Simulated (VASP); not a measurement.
Given:

```
BaZrO3
1.0
    4.12018     0.00000     0.00000
    0.00000     4.12018     0.00000
    0.00000     0.00000     4.12018
Ba Zr O
1 1 3
Direct
  0.00000   0.00000   0.00000
  0.50000   0.50000   0.50000
  0.50000   0.00000   0.50000
  0.00000   0.50000   0.50000
  0.50000   0.50000   0.00000
```

Level of theory: MS2 meta-GGA, VASP's PBE PAW potentials (set 64) (plane waves; VASP). Numerical set-up: 520 eV cut-off, 5×5×5 Γ-centred mesh, Gaussian smearing of 0.050 eV, potentials Ba_sv Zr_sv O.

Problem. Give the stress tensor in GPa (positive for a compressed cell).

Solution. 
```
11.45   0.00   0.00
 0.00  11.45   0.00
 0.00   0.00  11.45
```
The pressure is its mean diagonal, 11.45 GPa.

The compound is BaZrO3 in the cubic perovskite structure. This cell is one point of a volume scan, at 0.94 of the reference volume.
